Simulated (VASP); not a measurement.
Input for VASP

### POSCAR
```
Cd2Mg2Te4
1.0
  0.0000000000   3.2363823178   3.2363823178
  3.2363823178   0.0000000000   3.2363823178
 12.9345060534  12.9345060534   0.0110232179
Mg Te Cd
2 4 2
Cartesian
  3.2448283360   3.2448283360   6.4643186174
  6.4709636264   6.4709636264   6.4745656455
  1.6167094940   1.6167094940   1.6196728235
  4.8308968281   4.8308968281   1.6418678075
  8.0848638309   8.0848638309   1.6242831219
 11.3361245130  11.3361245130   1.6094047586
  6.4595502815   6.4595502815   0.0132143535
 12.9387370348  12.9387370348   6.4795568727
```

INCAR:
```
# general
SYSTEM   =  Cd2Mg2Te4
PREC     =  Accurate
ENCUT    =  400
LREAL    =  .False.
LASPH    =  .True.

# electronic loop
EDIFF    =  1E-6
NELM     =  100
ALGO     =  Normal
LMAXMIX  =  4

# smearing
ISMEAR   =  0
SIGMA    =  0.05

# functional
GGA      =  PS

# ions
IBRION   =  2
NSW      =  60
ISIF     =  3
EDIFFG   =  -0.02

# output
LWAVE    =  .False.
LCHARG   =  .False.
```

File KPOINTS:
```
Automatic
0
gamma
  6 6 2
```

POTCAR, in this order: Mg Te Cd (PBE.64 set). Program: vasp_std.

**Question.** Translate this PBEsol calculation to Quantum ESPRESSO's pw.x.

**Answer.** One equivalent input (not run):
```
&CONTROL
  calculation = 'vc-relax'
  pseudo_dir = './pseudo'
  outdir = './out'
  tprnfor = .true.
  tstress = .true.
  nstep = 60
  forc_conv_thr = 0.00078
/
&SYSTEM
  ibrav = 0
  nat = 8
  ntyp = 3
  ecutwfc = 102
  occupations = 'smearing'
  smearing = 'gaussian'
  degauss = 0.003675
  input_dft = 'pbesol'
/
&ELECTRONS
  conv_thr = 7.3e-08
  electron_maxstep = 100
/
&IONS
/
&CELL
/
ATOMIC_SPECIES
  Mg 24.305 Mg.upf
  Te 127.600 Te.upf
  Cd 112.414 Cd.upf
CELL_PARAMETERS angstrom
    -0.0000000    3.2363823    3.2363823
     3.2363823   -0.0000000    3.2363823
    12.9345061   12.9345061    0.0110232
ATOMIC_POSITIONS crystal
  Mg   0.9986935  0.9986935  0.0009799
  Mg   0.9998523  0.9998523  0.2501108
  Te   0.2501226  0.2501226  0.0624080
  Te   0.2531297  0.2531297  0.3101527
  Te   0.2499832  0.2499832  0.5625126
  Te   0.2472554  0.2472554  0.8145585
  Cd   0.0011915  0.0011915  0.4991063
  Cd   0.9997718  0.9997718  0.7501711
K_POINTS automatic
  6 6 2 0 0 0
```
The two are equivalent in intent, not identical: the potentials are each code's own (VASP's PAW set, PseudoDojo norm-conserving files in pw.x), so ENCUT and ecutwfc are chosen apart and not converted; conv_thr bounds pw.x's estimated SCF error, while EDIFF bounds the energy change between steps; forc_conv_thr acts on force components and is met together with etot_conv_thr.

The structure was generated: Cd2Mg2Te4 was put into an ordered model structure (R3m), which need not be its known phase. This run relaxes it. Symmetry was kept, so distortions that lower it aren't found. The start is the result of an earlier pass.
